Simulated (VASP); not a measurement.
# TaAs: input slips in a relaxation and what they do

Some relaxations of TaAs get a fault in the input on purpose. Which of them show, and how? The starting structure is a computed structure from the Materials Project. The first relaxation on each setting starts from this cell expanded by 3 % in volume.

Program: VASP 6.6.1. Level of theory: Kohn-Sham DFT with plane waves and PAW; PBEsol. Results are calculated unless marked as measured.

**1. Set-up**

Symmetry: I4_1md, No. 109, tetragonal system. The conventional cell has a = 3.444 Å, b = 3.444 Å, c = 11.736 Å, α = 90.00°, β = 90.00°, γ = 90.00°. Ta has 6 As at 2.61 to 2.62 Å nearest. Nearest to As lie 6 Ta at 2.61 to 2.62 Å. Farther neighbours are not listed.

As a file:

```cif
data_structure
_symmetry_space_group_name_H-M 'P 1'
_symmetry_Int_Tables_number 1
_cell_length_a 6.3531
_cell_length_b 6.3531
_cell_length_c 6.3531
_cell_angle_alpha 148.550
_cell_angle_beta 148.550
_cell_angle_gamma 45.074
_cell_volume 69.59
loop_
_atom_site_label
_atom_site_type_symbol
_atom_site_fract_x
_atom_site_fract_y
_atom_site_fract_z
_atom_site_occupancy
Ta1 Ta 0.49997 0.49997 0.00000 1
Ta2 Ta 0.24997 0.74997 0.50000 1
As3 As 0.08263 0.08263 0.00000 1
As4 As 0.83263 0.33263 0.50000 1
```

**2. Reference relaxation**

This run starts from the cell of an earlier relaxation, which isn't shown; the restart sets up the plane waves anew.

The input, INCAR:

```
SYSTEM = TaAs
PREC = Accurate
ENCUT = 450
EDIFF = 1E-06
NELM = 100
ISMEAR = 0
SIGMA = 0.05
LREAL = .FALSE.
ALGO = Normal
GGA = PS
NBANDS = 22
LASPH = .TRUE.
LORBIT = 11
LWAVE = .FALSE.
LCHARG = .FALSE.
KPAR = 16
IBRION = 2
NSW = 50
ISIF = 3
EDIFFG = -0.006
```

The input, POSCAR:

```
TaAs
1.0
   -1.7160288193      1.7160288193      5.7999857395
    1.7160288193     -1.7160288193      5.7999857395
    1.7160288193      1.7160288193     -5.7999857395
Ta As
2 2
Direct
    0.5003017715      0.5003017715      0.0000000000
    0.2503017715      0.7503017715      0.5000000000
    0.0822976485      0.0822976485      0.0000000000
    0.8322976485      0.3322976485      0.5000000000
```

The input, KPOINTS:

```
Automatic mesh
0
Gamma
14 14 14
0 0 0
```

The projector-augmented-wave data sets are Ta_pv and As (PBE family, release 64).

Started as:

```console
> mpirun -np 16 vasp_std
```

The log of the run:

```text
[banner, memory and clock lines left out]
running   16 mpi-ranks, on    1 nodes
 distrk:  each k-point on    1 cores,   16 groups
 distr:  one band on    1 cores,    1 groups

 POSCAR found type information on POSCAR TaAs
 POSCAR found :  2 types and       4 ions
|                                                                             |
|           W    W    AA    RRRRR   N    N  II  N    N   GGGG   !!!           |
|           W    W   A  A   R    R  NN   N  II  NN   N  G    G  !!!           |
|           W    W  A    A  R    R  N N  N  II  N N  N  G       !!!           |
|           W WW W  AAAAAA  RRRRR   N  N N  II  N  N N  G  GGG   !            |
|           WW  WW  A    A  R   R   N   NN  II  N   NN  G    G                |
|           W    W  A    A  R    R  N    N  II  N    N   GGGG   !!!           |
|                                                                             |
|     For optimal performance we recommend to set                             |
|       NCORE = 2 up to number-of-cores-per-socket                            |
|     NCORE specifies how many cores store one orbital (NPAR=cpu/NCORE).      |
|     This setting can greatly improve the performance of VASP for DFT.       |
|     The default, NCORE=1 might be grossly inefficient on modern             |
|     multi-core architectures or massively parallel machines. Do your        |
|     Unfortunately you need to use the default for GW and RPA                |
|     calculations (for HF NCORE is supported but not extensively tested      |
|     yet).                                                                   |
|                                                                             |

|                                                                             |
|               ----> ADVICE to this user running VASP <----                  |
|                                                                             |
|     You enforced a specific xc type in the INCAR file but a different       |
|     [... a line on the potential file left out ...]
|     I HOPE YOU KNOW WHAT YOU ARE DOING!                                     |
|                                                                             |

 LDA part: xc-table for (Slater+PW92), standard interpolation
 POSCAR, INCAR and KPOINTS ok, starting setup
 FFT: planning ... GRIDC
 FFT: planning ... GRID_SOFT
 FFT: planning ... GRID
 WAVECAR not read
 entering main loop
       N       E                     dE             d eps       ncg     rms          rms(c)
DAV:   1     0.220491117399E+03    0.22049E+03   -0.15401E+04 10760   0.126E+03
DAV:   2    -0.298302316325E+02   -0.25032E+03   -0.24069E+03 12484   0.348E+02
DAV:   3    -0.393722093195E+02   -0.95420E+01   -0.93067E+01 13944   0.611E+01
DAV:   4    -0.395334618743E+02   -0.16125E+00   -0.16051E+00 13196   0.754E+00
DAV:   5    -0.395369644390E+02   -0.35026E-02   -0.34995E-02 13900   0.881E-01    0.222E+01
DAV:   6    -0.378639807897E+02    0.16730E+01   -0.49576E+00 13086   0.137E+01    0.957E+00
DAV:   7    -0.377481702818E+02    0.11581E+00   -0.49398E-01 14986   0.448E+00    0.264E+00
DAV:   8    -0.377289229085E+02    0.19247E-01   -0.45217E-02 13262   0.101E+00    0.250E-01
DAV:   9    -0.377286207851E+02    0.30212E-03   -0.35659E-03 13654   0.320E-01    0.104E-01
DAV:  10    -0.377285724192E+02    0.48366E-04   -0.34432E-04 12878   0.153E-01    0.185E-02
DAV:  11    -0.377285707730E+02    0.16462E-05   -0.30053E-05 14298   0.288E-02    0.123E-02
DAV:  12    -0.377285678218E+02    0.29512E-05   -0.87921E-06 13226   0.202E-02    0.107E-03
DAV:  13    -0.377285678025E+02    0.19322E-07   -0.33213E-07  7798   0.381E-03
   1 F= -.37728568E+02 E0= -.37728360E+02  d E =-.377286E+02
 curvature:   0.00 expect dE= 0.000E+00 dE for cont linesearch  0.000E+00
 trial: gam= 0.00000 g(F)=  0.894E-07 g(S)=  0.405E-05 ort = 0.000E+00 (trialstep = 0.100E+01)
 search vector abs. value=  0.414E-05
 reached required accuracy - stopping structural energy minimisation
```

The job ended after 59 s (16 MPI ranks of AMD EPYC 7R43, shared host; peak memory 8.6 GiB; 15 min of CPU time).

Lines that name or quote the potential files are left out of all logs, and their timing lines are given in words.

From OUTCAR (step 2):

```text
ion  position               nearest neighbor table
   1  0.500  0.500  0.000-   4 2.60   4 2.60   3 2.61   3 2.61   3 2.61   3 2.61   2 3.37   2 3.37
                             2 3.37   2 3.37
   2  0.250  0.750  0.500-   3 2.60   3 2.60   4 2.61   4 2.61   4 2.61   4 2.61   1 3.37   1 3.37
                             1 3.37   1 3.37
   3  0.082  0.082  0.000-   2 2.60   2 2.60   1 2.61   1 2.61   1 2.61   1 2.61
   4  0.832  0.332  0.500-   1 2.60   1 2.60   2 2.61   2 2.61   2 2.61   2 2.61

  LATTYP: Found a body centered tetragonal cell.
 ALAT       =     3.4320576386
 C/A-ratio  =     3.3798883062

 Subroutine GETGRP returns: Found  8 space group operations
 (whereof  4 operations were pure point group operations)

The static configuration has the point symmetry C_2v.
 The point group associated with its full space group is C_4v.

 Found    244 irreducible k-points:

   k-points           NKPTS =    244   k-points in BZ     NKDIM =    244   number of bands    NBANDS=     22

   dimension x,y,z NGX =    48 NGY =   48 NGZ =   48
   dimension x,y,z NGXF=    96 NGYF=   96 NGZF=   96

   ENCUT  =  450.0 eV  33.07 Ry    5.75 a.u.  10.87 10.87 10.87*2*pi/ulx,y,z

   NELECT =      32.0000    total number of electrons

 k-points in reciprocal lattice and weights: Automatic mesh
   0.00000000  0.00000000  0.00000000       0.000
   0.07142857 -0.00000000  0.00000000       0.003
   0.14285714 -0.00000000  0.00000000       0.003
   0.21428571 -0.00000000  0.00000000       0.003
   0.28571429 -0.00000000  0.00000000       0.003
   0.35714286  0.00000000  0.00000000       0.003
   0.42857143 -0.00000000  0.00000000       0.003
   0.50000000 -0.00000000  0.00000000       0.001
   0.07142857  0.07142857 -0.00000000       0.003
[...]
-0.42857143 -0.42857143  0.42857143       0.001
   0.50000000  0.50000000  0.50000000       0.000

 average (electrostatic) potential at core
       1 -35.8607       2 -35.8607       3 -47.4965       4 -47.4965

 E-fermi :   6.9768

 k-point     1 :       0.0000    0.0000    0.0000
  band No.  band energies     occupation
    ...
     12       4.4888      2.00000
     13       4.5905      2.00000
     14       5.0303      2.00000
     15       5.3484      2.00000
     16       5.3484      2.00000
     17       7.8892      0.00000
     18       8.5911      0.00000
     19       9.4060      0.00000
     20      10.1470      0.00000
     21      10.1470      0.00000
    ...

 k-point     2 :       0.0714   -0.0000    0.0000
  band No.  band energies     occupation
    ...
     12       4.4327      2.00000
     13       4.6730      2.00000
     14       4.9033      2.00000
     15       5.3270      2.00000
     16       5.4902      2.00000
     17       7.7838      0.00000
     18       8.4604      0.00000
     19       9.4374      0.00000
     20       9.8452      0.00000
     21      10.3413      0.00000
    ...

 k-point     3 :       0.1429   -0.0000    0.0000
  band No.  band energies     occupation
    ...
     12       4.2875      2.00000
     13       4.7868      2.00000
     14       4.9979      2.00000
     15       5.2296      2.00000
     16       5.7481      2.00000
     17       7.5930      0.00000
     18       8.2401      0.00000
     19       9.0551      0.00000
     20       9.6881      0.00000
     21      10.1394      0.00000
    ...

  Total        0.0051924      0.0051924     -0.0167958      0.0000000      0.0000000      0.0000000
  in kB        0.1217696      0.1217696     -0.3938891      0.0000000      0.0000000      0.0000000
  external PRESSURE =      -0.0501166 kB  Pullay stress =       0.0000000 kB

  energy-cutoff  :      450.00
  volume of cell :       68.32
      direct lattice vectors                 reciprocal lattice vectors
    -1.716028819  1.716028819  5.799985740     0.000000000  0.291370398  0.086207109
     1.716028819 -1.716028819  5.799985740     0.291370398  0.000000000  0.086207109
     1.716028819  1.716028819 -5.799985740     0.291370398  0.291370398  0.000000000

 POSITION                                       TOTAL-FORCE (eV/Angst)
 -----------------------------------------------------------------------------------
      0.00000      0.00000      5.80349         0.000000     -0.000000     -0.000681
      1.71603     -0.00000      2.90349        -0.000000      0.000000     -0.000681
      0.00000      0.00000      0.95465         0.000000     -0.000000      0.000681
      0.00000      1.71603      3.85464        -0.000000      0.000000      0.000681
 -----------------------------------------------------------------------------------
    total drift:                                0.000000      0.000000      0.000211

  FREE ENERGIE OF THE ION-ELECTRON SYSTEM (eV)
  ---------------------------------------------------
  free  energy   TOTEN  =       -37.7285678025 eV

  energy  without entropy=      -37.7281522175  energy(sigma->0) =      -37.72836001

 reached required accuracy - stopping structural energy minimisation

 total charge
# of ion       s       p       d       tot
------------------------------------------
    1        0.280   6.167   2.421   8.867
    2        0.280   6.167   2.421   8.867
    3        1.191   1.684   0.086   2.961
    4        1.191   1.684   0.086   2.961
--------------------------------------------------
tot          2.942  15.702   5.013  23.656

[... 3 further parts left out ...]
```

CONTCAR:

```
TaAs
   1.00000000000000
    -1.7160288193000000    1.7160288193000000    5.7999857395000003
     1.7160288193000000   -1.7160288193000000    5.7999857395000003
     1.7160288193000000    1.7160288193000000   -5.7999857395000003
  Ta              As
     2     2
Direct
     0.5003017714999984    0.5003017714999984    0.0000000000000000
     0.2503017714999984    0.7503017714999984    0.5000000000000000
     0.0822976485000027    0.0822976485000027    0.0000000000000000
     0.8322976485000027    0.3322976485000027    0.5000000000000000
```

The PAW data sets were made with PBE, which is usual practice but a small mismatch for other functionals. The run keeps the 8 symmetry operations of its start, so it cannot find a distortion of lower symmetry.

The reference relaxation ends at 17.080 Å³ an atom.

**3. Relaxation with too few ionic steps**

A slip made on purpose: too few ionic steps. Against step 2 the input has NSW = 2 (also changed: NELM).

Edit INCAR of step 2 so:

```diff
@@ -4,3 +4,3 @@
 EDIFF = 1E-06
-NELM = 100
+NELM = 60
 ISMEAR = 0
@@ -17,3 +17,3 @@
 IBRION = 2
-NSW = 50
+NSW = 2
 ISIF = 3
```

The input, POSCAR:

```
TaAs
1.0
   -1.7388621280      1.7388621280      5.9260437458
    1.7388621280     -1.7388621280      5.9260437458
    1.7388621280      1.7388621280     -5.9260437458
Ta As
2 2
Direct
    0.4999673000      0.4999673000      0.0000000000
    0.2499673000      0.7499673000      0.5000000000
    0.0826321200      0.0826321200      0.0000000000
    0.8326321200      0.3326321200      0.5000000000
```

KPOINTS is that of step 2.

Started as:

```console
> mpirun -np 16 vasp_std
```

The log of the run:

```text
[banner, memory and clock lines left out]
running   16 mpi-ranks, on    1 nodes
[...]
[... a notice as in an earlier step ...]

 [... a notice as in an earlier step ...]

 LDA part: xc-table for (Slater+PW92), standard interpolation
 POSCAR, INCAR and KPOINTS ok, starting setup
[...]
entering main loop
       N       E                     dE             d eps       ncg     rms          rms(c)
DAV:   1     0.215138032900E+03    0.21514E+03   -0.15313E+04 10800   0.125E+03
DAV:   2    -0.299785787655E+02   -0.24512E+03   -0.23549E+03 12452   0.343E+02
DAV:   3    -0.394347381889E+02   -0.94562E+01   -0.91802E+01 13846   0.602E+01
DAV:   4    -0.396010626091E+02   -0.16632E+00   -0.16530E+00 13340   0.750E+00
[...]
DAV:  11    -0.376397087792E+02    0.20251E-05   -0.27644E-05 14788   0.294E-02    0.130E-02
DAV:  12    -0.376397057131E+02    0.30661E-05   -0.97338E-06 13280   0.210E-02    0.155E-03
DAV:  13    -0.376397057307E+02   -0.17621E-07   -0.43761E-07  7882   0.440E-03
   1 F= -.37639706E+02 E0= -.37639487E+02  d E =-.376397E+02
[...]
N       E                     dE             d eps       ncg     rms          rms(c)
DAV:   1    -0.399362392759E+02   -0.22965E+01   -0.80993E+01 10850   0.822E+01    0.147E+01
DAV:   2    -0.378949143134E+02    0.20413E+01   -0.40305E+00 10844   0.169E+01    0.555E+00
DAV:   3    -0.374028816303E+02    0.49203E+00   -0.13456E+00 12384   0.936E+00    0.157E+00
DAV:   4    -0.373859076870E+02    0.16974E-01   -0.14226E-01 12982   0.214E+00    0.587E-01
[...]
DAV:   8    -0.373790479580E+02    0.31390E-06   -0.19287E-04 12920   0.862E-02    0.201E-02
DAV:   9    -0.373790398022E+02    0.81557E-05   -0.38525E-05 12970   0.366E-02    0.456E-03
DAV:  10    -0.373790396159E+02    0.18629E-06   -0.13641E-06  8998   0.811E-03
   2 F= -.37379040E+02 E0= -.37378860E+02  d E =0.260666E+00
 trial-energy change:    0.260666  1 .order    0.296754   -0.487497    1.081005
 step:   0.3419(harm=  0.3108)  dis= 0.00016  next Energy=   -37.724476 (dE=-0.848E-01)
```

Elapsed: 1.8 min, on 16 MPI ranks; peak memory 9.5 GiB.

OUTCAR, selected parts (step 3):

```text
  Total        8.7097780      8.7097780      7.0044519      0.0000000      0.0000000      0.0000000
  in kB      223.0262151    223.0262151    179.3589224      0.0000000      0.0000000      0.0000000
  external PRESSURE =     208.4704509 kB  Pullay stress =       0.0000000 kB

 POSITION                                       TOTAL-FORCE (eV/Angst)
 -----------------------------------------------------------------------------------
      1.66193      1.66193      0.00008         0.000000      0.000000      0.073144
      1.66193      0.00000      2.83177         0.000000      0.000000      0.073144
      1.66193      1.66193     -4.72788        -0.000000     -0.000000     -0.073144
      0.00000      1.66193      3.76720        -0.000000     -0.000000     -0.073144
 -----------------------------------------------------------------------------------
    total drift:                                0.000000      0.000000     -0.000883

  FREE ENERGIE OF THE ION-ELECTRON SYSTEM (eV)
  ---------------------------------------------------
  free  energy   TOTEN  =       -37.3790396159 eV

  energy  without entropy=      -37.3786809928  energy(sigma->0) =      -37.37886030

[... 1 part as in an earlier step ...]

[... 2 further parts left out ...]
[key lines of the parts left out:]
E-fermi :   7.8780
```

The relaxation used up its 2 ionic steps (NSW) before forces and stress met EDIFFG.

**4. Relaxation with one electron too many**

A slip made on purpose: one electron too many. Against step 2 the input has NELECT = 33 (also changed: NELM).

Edit INCAR of step 3 so:

```diff
@@ -17,4 +17,5 @@
 IBRION = 2
-NSW = 2
+NSW = 50
 ISIF = 3
 EDIFFG = -0.006
+NELECT = 33
```

POSCAR is that of step 3.

KPOINTS is that of step 3.

Started as:

```console
> mpirun -np 16 vasp_std
```

The log of the run:

```text
[... set-up lines as in an earlier step ...]
 entering main loop
       N       E                     dE             d eps       ncg     rms          rms(c)
DAV:   1     0.231624427491E+03    0.23162E+03   -0.15613E+04 10800   0.127E+03
DAV:   2    -0.214610811947E+02   -0.25309E+03   -0.24425E+03 12452   0.352E+02
DAV:   3    -0.316422864195E+02   -0.10181E+02   -0.99346E+01 13846   0.623E+01
DAV:   4    -0.318278117936E+02   -0.18553E+00   -0.18288E+00 13340   0.785E+00
DAV:   5    -0.318319193343E+02   -0.41075E-02   -0.41041E-02 13688   0.939E-01BRMIX: very serious problems
 the old and the new charge density differ
 old charge density:    32.00000 new   33.00000
BRMIX: very serious problems
 the old and the new charge density differ
 old charge density:    32.00000 new   33.00000
BRMIX: very serious problems
 the old and the new charge density differ
 old charge density:    32.00000 new   33.00000
BRMIX: very serious problems
 the old and the new charge density differ
 old charge density:    32.00000 new   33.00000
BRMIX: very serious problems
 the old and the new charge density differ
[...]
DAV:  10    -0.306477876886E+02    0.33791E-04   -0.39765E-04 12626   0.156E-01    0.183E-02
DAV:  11    -0.306477824972E+02    0.51914E-05   -0.37217E-05 14258   0.304E-02    0.116E-02
DAV:  12    -0.306477793013E+02    0.31960E-05   -0.99493E-06 12974   0.221E-02    0.797E-04
DAV:  13    -0.306477792487E+02    0.52594E-07   -0.27422E-07  7888   0.354E-03
   1 F= -.30647779E+02 E0= -.30646589E+02  d E =-.306478E+02
[... from here on, the cycles between the ionic steps are left out ...]
   2 F= -.30412656E+02 E0= -.30411153E+02  d E =0.235124E+00
   3 F= -.30913430E+02 E0= -.30912115E+02  d E =-.265651E+00
   4 F= -.30913709E+02 E0= -.30912398E+02  d E =-.265930E+00
   5 F= -.30913652E+02 E0= -.30912344E+02  d E =-.265873E+00
   6 F= -.30916686E+02 E0= -.30915242E+02  d E =-.303380E-02
   7 F= -.30917090E+02 E0= -.30915596E+02  d E =-.343822E-02
   8 F= -.30917098E+02 E0= -.30915608E+02  d E =-.344594E-02
   9 F= -.30917203E+02 E0= -.30915677E+02  d E =-.105260E-03
  10 F= -.30917293E+02 E0= -.30915781E+02  d E =-.194915E-03
  11 F= -.30917382E+02 E0= -.30915849E+02  d E =-.888732E-04
 trial-energy change:   -0.000089  1 .order   -0.000087   -0.000138   -0.000036
 step:   1.2128(harm=  1.2128)  dis= 0.00166  next Energy=   -30.917387 (dE=-0.937E-04)
 reached required accuracy - stopping structural energy minimisation
```

Wall time 5.9 min (16 MPI ranks); peak memory 9.5 GiB; 1.6 h of CPU time.

From OUTCAR (step 4):

```text
  Total       -0.0165315     -0.0165315      0.0058490      0.0000000      0.0000000      0.0000000
  in kB       -0.3382126     -0.3382126      0.1196623      0.0000000      0.0000000      0.0000000
  external PRESSURE =      -0.1855876 kB  Pullay stress =       0.0000000 kB

 POSITION                                       TOTAL-FORCE (eV/Angst)
 -----------------------------------------------------------------------------------
      1.78239      1.78239      0.00381         0.000000      0.000000     -0.004794
      1.78239      0.00000      3.08512        -0.000000     -0.000000     -0.004794
      0.00000      0.00000      1.01424        -0.000000      0.000000      0.004794
      0.00000      1.78239      4.09555         0.000000     -0.000000      0.004794
 -----------------------------------------------------------------------------------
    total drift:                                0.000000      0.000000     -0.000364

  FREE ENERGIE OF THE ION-ELECTRON SYSTEM (eV)
  ---------------------------------------------------
  free  energy   TOTEN  =       -30.9173818665 eV

  energy  without entropy=      -30.9143156510  energy(sigma->0) =      -30.91584876

[... 2 parts as in an earlier step ...]

[... 2 further parts left out ...]
[key lines of the parts left out:]
E-fermi :   6.4289
```

Logs of long relaxations may skip ionic steps without a mark.

With one electron too many the cell ends at 19.578 Å³ an atom, +14.63 % from the reference.

(Continued in part 2 of 2.)

[Lines on the potential files, build, host, timing and source positions are cut from VASP's logs without a mark.]

[Logs are printed without paths, hosts, clocks, repeated set-up lines and the standing remarks that a program may print on its own settings, such as how far it seeks lower states.]

[Hosts, paths, dates, database ids (printed as entryN), source tags and the programs' standing remarks are cut or masked in the printed files.]
